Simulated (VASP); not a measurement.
Level of theory: r2SCAN meta-GGA, VASP's PBE PAW potentials (set 64) (plane waves; VASP 6.6.1).

Input for VASP

INCAR:
```
ALGO=Normal
EDIFF=1E-6
EDIFFG=-0.01
ENCUT=520
IBRION=2
ISIF=3
ISMEAR=0
LASPH=.TRUE.
LCHARG=.FALSE.
LMIXTAU=.TRUE.
LREAL=.FALSE.
LWAVE=.FALSE.
METAGGA=R2SCAN
NELM=100
NSW=60
PREC=Accurate
SIGMA=0.05
SYSTEM=Si
```

### POSCAR
```
Si
1
    0.0000000000     2.7155000000     2.7155000000
    2.7155000000     0.0000000000     2.7155000000
    2.7155000000     2.7155000000     0.0000000000
Si
2
Direct
  0.0000000000   0.0000000000   0.0000000000
  0.2500000000   0.2500000000   0.2500000000
```

### KPOINTS
```
Automatic mesh
0
Gamma
8 8 8
0 0 0
```

POTCAR, in this order: Si (PBE.64 set). Program: vasp_std.

What will the output report for the number of irreducible k-points (NKPTS), largest plane-wave count, number of space-group operations, FFT grid (NGX, NGY, NGZ)?

```
Property                                       Value
--------------------------------------  ------------
number of irreducible k-points (NKPTS)            29
largest plane-wave count                        1090
number of space-group operations                  48
FFT grid (NGX, NGY, NGZ)                30 × 30 × 30
```

The compound is Si in the diamond structure. This run relaxes it. Symmetry was kept, so distortions that lower it aren't found.
